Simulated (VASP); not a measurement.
Input:

```
CELL_PARAMETERS angstrom
     -1.85908     1.85908     4.68269
      1.85908    -1.85908     4.68269
      1.85908     1.85908    -4.68269
ATOMIC_POSITIONS crystal
  Ti 0.75000 0.25000 0.50000
  Ti 0.00000 0.00000 0.00000
  O  0.54168 0.04168 0.50000
  O  0.79168 0.79168 0.00000
  O  0.20832 0.20832 0.00000
  O  0.95832 0.45832 0.50000
```

The numbers are results of PBE GGA with D3 dispersion (Becke-Johnson damping), VASP's PBE PAW potentials (set 64) (plane waves; VASP), not measurements. Run with 520 eV cut-off, 8×8×8 Γ-centred mesh, Gaussian smearing of 0.050 eV, potentials Ti_sv O.

Q: The ions and cell shape at fixed volume are relaxed. Which structure does the run end with?

A: 
```
CELL_PARAMETERS angstrom
     -1.88246     1.88246     4.56710
      1.88246    -1.88246     4.56710
      1.88246     1.88246    -4.56710
ATOMIC_POSITIONS crystal
  Ti 0.75000 0.25000 0.50000
  Ti 0.00000 0.00000 0.00000
  O  0.53548 0.03548 0.50000
  O  0.78548 0.78548 0.00000
  O  0.21452 0.21452 0.00000
  O  0.96452 0.46452 0.50000
```
Space group I4_1/amd (141), at a tolerance of 0.03 Å.

Q: How much energy does the relaxation gain?

A: The energy (σ→0) changes by -6.5 meV/atom, in 8 ionic steps.

The compound is TiO2 in the anatase structure, one of several forms; rutile is the usual stable one. This cell is one point of a volume scan, at 0.94 of the reference volume. Symmetry was kept, so distortions that lower it aren't found.
